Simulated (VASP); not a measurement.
Cd4TeO3:

```
Cd Te O
1.0
    -3.35785    3.35785    3.35785
     3.35785   -3.35785    3.35785
     3.35785    3.35785   -3.35785
Cd Te O
4 1 3
Direct
  0.50000 0.50000 0.50000
  0.00000 0.00000 0.50000
  0.00000 0.50000 0.00000
  0.50000 0.00000 0.00000
  0.00000 0.00000 0.00000
  0.00000 0.50000 0.50000
  0.50000 0.00000 0.50000
  0.50000 0.50000 0.00000
```

The cell was built by a generator and needn't be a form met in nature.

- Program: VASP 6.6.1
- Task: relaxation of cell and atoms
- Functional: PBE
- Potentials or basis: VASP PAW PBE potentials, release 64 (Cd, Te, O)
- Cutoff: 520 eV
- k mesh: 3 × 3 × 3
- Occupations: gaussian, width 0.15 eV
- Spin: no spin polarisation

At the start: pressure -7.7 GPa; volume 18.93 Å³/atom.

Problem. How do energy, volume and symmetry change on relaxing?

Solution. Over 3 steps the energy falls by 59.5 meV/atom and the volume is 16.73 Å³/atom (-11.6 %); space group Im-3m (No. 229, to 0.05 Å).

Step by step:
```
step  energy change (eV)  largest force (eV/Å)  pressure (GPa)  volume (Å³)
   1              0.0000                0.0000           -7.69       151.44
   2             -0.4723                0.0000            0.95       132.38
   3             -0.4756                0.0000           -0.11       133.82
```

Final structure:
```yaml
crystal:
  lattice:
    - [-3.22219, 3.22219, 3.22219]
    - [3.22219, -3.22219, 3.22219]
    - [3.22219, 3.22219, -3.22219]
  atoms:
    - { symbol: Cd, position: [0.50000, 0.50000, 0.50000] }
    - { symbol: Cd, position: [0.00000, 0.00000, 0.50000] }
    - { symbol: Cd, position: [0.00000, 0.50000, 0.00000] }
    - { symbol: Cd, position: [0.50000, 0.00000, 0.00000] }
    - { symbol: Te, position: [0.00000, 0.00000, 0.00000] }
    - { symbol: O, position: [0.00000, 0.50000, 0.50000] }
    - { symbol: O, position: [0.50000, 0.00000, 0.50000] }
    - { symbol: O, position: [0.50000, 0.50000, 0.00000] }
```

Caveat: the k mesh is coarse (spacing up to 0.44 Å⁻¹), so the values aren't converged.
